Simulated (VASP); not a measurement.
LiMgBN2 (space group I-4m2): computed properties

These are r2SCAN meta-GGA, VASP's PBE PAW potentials (set 64) (plane waves; VASP) values and carry that method's errors.

```json
{
 "space_group": "I-4m2 (119)",
 "cell": "a = b = 3.755 Å, c = 8.873 Å, α = β = γ = 90.00°",
 "volume_per_atom": "12.51 Å^3/atom",
 "band gap (over mesh and band path)": "3.01 eV",
 "smallest direct gap (over mesh and band path)": "3.90 eV",
 "band_edge_character": "indirect, M to Γ",
 "density": "1.86 g/cm³",
 "mean ε∞ (independent particles)": "3.14"
}
```

```yaml
crystal:
  lattice:
    - [-1.87767, 1.87767, 4.43656]
    - [1.87767, -1.87767, 4.43656]
    - [1.87767, 1.87767, -4.43656]
  atoms:
    - { symbol: Li, position: [0.25000, 0.75000, 0.50000] }
    - { symbol: Mg, position: [0.75000, 0.25000, 0.50000] }
    - { symbol: B, position: [0.50000, 0.50000, 0.00000] }
    - { symbol: N, position: [0.65059, 0.65059, 0.00000] }
    - { symbol: N, position: [0.34941, 0.34941, 0.00000] }
```

The structure comes from a computed database's LiMgBN2 entry (I-4m2); how it stands against other phases isn't given here. It was relaxed first. Symmetry was kept, so distortions that lower it aren't found.
